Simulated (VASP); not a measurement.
Computed with PBEsol GGA, VASP's PBE PAW potentials (set 64) (plane waves; VASP).

A VASP calculation is set up with these files.

File KPOINTS:
```
Automatic mesh
0
Gamma
10 10 10
0 0 0
```

### POSCAR
```
YS
1.0
  3.3575193832   0.0000000000   0.0000000000
  0.0000000000   3.3575193832   0.0000000000
  0.0000000000   0.0000000000   3.3575193832
Y S
1 1
direct
  0.0000000000   0.0000000000   0.0000000000
  0.5000000000   0.5000000000   0.5000000000
```

INCAR:
```
SYSTEM = YS
PREC = Accurate
ENCUT = 400
EDIFF = 1E-6
NELM = 100
ALGO = Normal
LREAL = .FALSE.
LASPH = .TRUE.
ISMEAR = 1
SIGMA = 0.1
GGA = PS
LMAXMIX = 4
LWAVE = .FALSE.
LCHARG = .FALSE.
IBRION = 2
ISIF = 3
NSW = 60
EDIFFG = -0.01
```

POTCAR, in this order: Y_sv S (PBE.64 set). Program: vasp_std.

What VASP printed:

### OSZICAR
```
       N       E                     dE             d eps       ncg     rms          rms(c)
DAV:   1     0.511832751185E+02    0.51183E+02   -0.73515E+03  1352   0.108E+03
DAV:   2    -0.123604638552E+02   -0.63544E+02   -0.60757E+02  1724   0.215E+02
DAV:   3    -0.153094264489E+02   -0.29490E+01   -0.28934E+01  1744   0.389E+01
DAV:   4    -0.154127866212E+02   -0.10336E+00   -0.10323E+00  1884   0.734E+00
DAV:   5    -0.154146176249E+02   -0.18310E-02   -0.18305E-02  1820   0.890E-01    0.241E+01
DAV:   6    -0.148164901008E+02    0.59813E+00   -0.13756E+00  1568   0.743E+00    0.175E+01
DAV:   7    -0.147766800300E+02    0.39810E-01   -0.55701E-01  2024   0.493E+00    0.561E+00
DAV:   8    -0.147671424264E+02    0.95376E-02   -0.10324E-01  1624   0.215E+00    0.590E-01
DAV:   9    -0.147663024265E+02    0.84000E-03   -0.82148E-03  1648   0.619E-01    0.312E-01
DAV:  10    -0.147662702238E+02    0.32203E-04   -0.28833E-04  1868   0.163E-01    0.170E-01
DAV:  11    -0.147662605490E+02    0.96748E-05   -0.25234E-04  1640   0.118E-01    0.730E-02
DAV:  12    -0.147662566778E+02    0.38712E-05   -0.21116E-05  1664   0.390E-02    0.276E-02
DAV:  13    -0.147662565989E+02    0.78872E-07   -0.59565E-07  1144   0.737E-03
   1 F= -.14766257E+02 E0= -.14766420E+02  d E =-.147663E+02
```

### OUTCAR
```
------------------------ aborting loop because EDIFF is reached ----------------------------------------
  FORCE on cell =-STRESS in cart. coord.  units (eV):
  Direction    XX          YY          ZZ          XY          YZ          ZX
  --------------------------------------------------------------------------------------
  Total        0.0058359      0.0058359      0.0058359      0.0000000     -0.0000000      0.0000000
  in kB        0.2470384      0.2470384      0.2470384      0.0000000     -0.0000000      0.0000000
  external PRESSURE =       0.2470384 kB  Pullay stress =       0.0000000 kB
  volume of cell :       37.85
      direct lattice vectors                 reciprocal lattice vectors
     3.357519383  0.000000000  0.000000000     0.297838936  0.000000000  0.000000000
     0.000000000  3.357519383  0.000000000     0.000000000  0.297838936  0.000000000
     0.000000000  0.000000000  3.357519383     0.000000000  0.000000000  0.297838936
 POSITION                                       TOTAL-FORCE (eV/Angst)
 -----------------------------------------------------------------------------------
      0.00000      0.00000      0.00000         0.000000      0.000000      0.000000
      1.67876      1.67876      1.67876         0.000000      0.000000      0.000000
 -----------------------------------------------------------------------------------
    total drift:                                0.000000      0.000000     -0.000000
  FREE ENERGIE OF THE ION-ELECTRON SYSTEM (eV)
  ---------------------------------------------------
  free  energy   TOTEN  =       -14.7662565989 eV

  energy  without entropy=      -14.7667466522  energy(sigma->0) =      -14.76641995

 reached required accuracy - stopping structural energy minimisation
```
(Selected blocks of OUTCAR.)

The structure was generated: YS was put into the CsCl type type (Pm-3m), which need not be its known phase. It was relaxed first, which changed the volume by -33 %. The start is the result of an earlier pass. The electron count is odd and the run is not spin-polarised, which forces a metal.
